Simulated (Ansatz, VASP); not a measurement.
**Two plane-wave programs on TeAs2**

```
Te As
1.0
     4.03589    0.00000    0.00000
    -2.01795    3.49519    0.00000
     0.00000    0.00000   11.59229
Te As
2 4
Cartesian
  0.0000 0.0000 0.0000
  0.0000 0.0000 5.7961
  0.0000 2.3301 1.7012
  2.0179 1.1651 9.8910
  0.0000 2.3301 4.0949
  2.0179 1.1651 7.4974
```

Alike in both runs: functional PBE; dispersion D3(BJ); k mesh 12 × 12 × 4; occupations gaussian, width 0.1 eV; no spin polarisation.

Ansatz relaxed the structure, and its values are those at the end. VASP's run is a single point on that final structure, the one shown.

|  | VASP | Ansatz |
| --- | --- | --- |
| version | VASP 6.6.1 | Ansatz 0.2.0 |
| potentials or method | VASP PAW PBE potentials, release 64 (Te, As) | scalar-relativistic, plane waves, PAW |
| plane-wave cutoff (eV) | 520 | 420 |
| valence electrons in the cell | 32 | 92 |

Ansatz gave:

* gap on the k mesh at the Fermi level (eV): none
* pressure (GPa): 0.0
* rms of the force components (eV/Å): 0.000

Q: What did VASP give for the same quantities?

A: gap on the k mesh at the Fermi level (eV): none; pressure (GPa): 0.1; rms of the force components (eV/Å): 0.016.

A gap of «none» marks a metal or a gap that the smearing closes. The two sets of potentials don't hold the same shells in valence.

Caveats: pairwise dispersion overbinds metals, which lowers pressure and volume. The runs have no spin-orbit coupling, so splittings on Te are missing.
